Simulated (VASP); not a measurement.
Energy against volume of ZnS (zinc blende). These are r2SCAN meta-GGA, VASP's PBE PAW potentials (set 64) (plane waves; VASP) values and carry that method's errors. Run with 520 eV cut-off, 9×9×9 Γ-centred mesh, Gaussian smearing of 0.050 eV, potentials Zn S.

| V (Å³/atom) | E (eV/atom) |
|---|---|
| 18.383 | -9.41380 |
| 18.970 | -9.42859 |
| 19.556 | -9.43318 |
| 20.143 | -9.42936 |

Question: Fit these four points and predict the energy of the run at 20.730 Å³/atom.

Answer: A cubic in V^(−2/3), the third-order Birch-Murnaghan form, passes through the four points with V0 = 19.56 Å³/atom and B0 = 76 GPa, and gives -9.4186 eV/atom there. The run gave -9.4180 eV/atom, +0.6 meV/atom from the fit; all five points give B0 = 78 GPa.

The compound is ZnS in the zinc blende structure. It was relaxed first.
